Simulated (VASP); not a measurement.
A convergence study with VASP on AlN (wurtzite): one setting is varied, all else stays as given below, so the limit is that of these other settings. Each run relaxes cell and ions from the cell shown. The basis is that of the starting cell, so low cut-offs carry a Pulay error.

```
AlN
1.0
    1.55500    -2.69334     0.00000
    1.55500     2.69334     0.00000
    0.00000     0.00000     4.98000
Al N
2 2
Direct
  0.66667   0.33333   0.50000
  0.33333   0.66667   0.00000
  0.66667   0.33333   0.88200
  0.33333   0.66667   0.38200
```

Method: PBEsol GGA, VASP's PBE PAW potentials (set 64) (plane waves; VASP 6.6.1). The tightest run used: 800 eV cut-off, 7×7×4 Γ-centred mesh, Gaussian smearing of 0.050 eV, potentials Al N.

```csv
setting,relaxed volume (Å³/atom),E (eV/atom),plane waves
ENCUT = 250,9.142,-7.9880,380
ENCUT = 300,9.685,-7.8622,513
ENCUT = 350,10.058,-7.8286,640
ENCUT = 400,10.294,-7.8287,774
```

These are the cheaper rows. Estimate the results at ENCUT = 800, and how far the last row shown lies from them.

```json
[
 {"quantity": "relaxed volume (Å³/atom)", "tightest run": "10.461", "last row shown is off by": "-0.166"},
 {"quantity": "E (eV/atom)", "tightest run": "-7.8313", "last row shown is off by": "0.0025"}
]
```

Left out are rungs that failed or repeat a setting and relaxations that didn't move; long series are thinned to 24 rows.

The compound is AlN in the wurtzite structure.
